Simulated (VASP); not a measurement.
VASP ran on this input.

### KPOINTS
```
Automatic
0
Gamma
  10 10 10
```

### INCAR
```
ALGO = Normal
EDIFF = 1E-7
ENCUT = 600
ISIF = 2
ISMEAR = 0
LASPH = .True.
LCHARG = .False.
LMAXMIX = 4
LMIXTAU = .True.
LREAL = .False.
LWAVE = .False.
METAGGA = R2SCAN
NELM = 100
PREC = Accurate
SIGMA = 0.05
SYSTEM = GaN
```

### POSCAR
```
GaN
2.2527070
  0.0000000000   0.9999998914   0.9999998914
  0.9999998914   0.0000000000   0.9999998914
  0.9999998914   0.9999998914   0.0000000000
Ga N
1 1
Direct
  0.0000000000   0.0000000000   0.0000000000
  0.2167067186   0.2832932814   0.2167067186
```

POTCAR, in this order: Ga_d N (PBE.64 set). Program: vasp_std.

Problem. Write an equivalent input for Ansatz.

Solution. One equivalent input (not run):
Ansatz 0.2 input:
```yaml
crystal:
  lattice:
    - [0.0000000, 2.2527068, 2.2527068]
    - [2.2527068, 0.0000000, 2.2527068]
    - [2.2527068, 2.2527068, 0.0000000]
  atoms:
    - { symbol: Ga, position: [0.0000000, 0.0000000, 0.0000000] }
    - { symbol: N, position: [0.2167067, 0.2832933, 0.2167067] }
kpoints:
  mp_grid: { grid: [10, 10, 10] }
hamiltonian:
  xc: r2scan
  pseudopotentials: { kind: paw }
scf:
  occupations: { method: gaussian, width: 0.05 }
  max_iter: 100
output: { forces: true, stress: true, eigenvalues: true }
```
What does not carry over: each code has its own PAW files, so the cut-off isn't converted (ENCUT is set for VASP's; basis.ecutwfc is left out, and Ansatz then takes the one that its files recommend); Ansatz stops its SCF on the density residual and VASP on the energy change (EDIFF).

The compound is GaN in the zinc blende structure, a metastable form; wurtzite is the usual one. This cell was strained or had an atom moved on purpose.
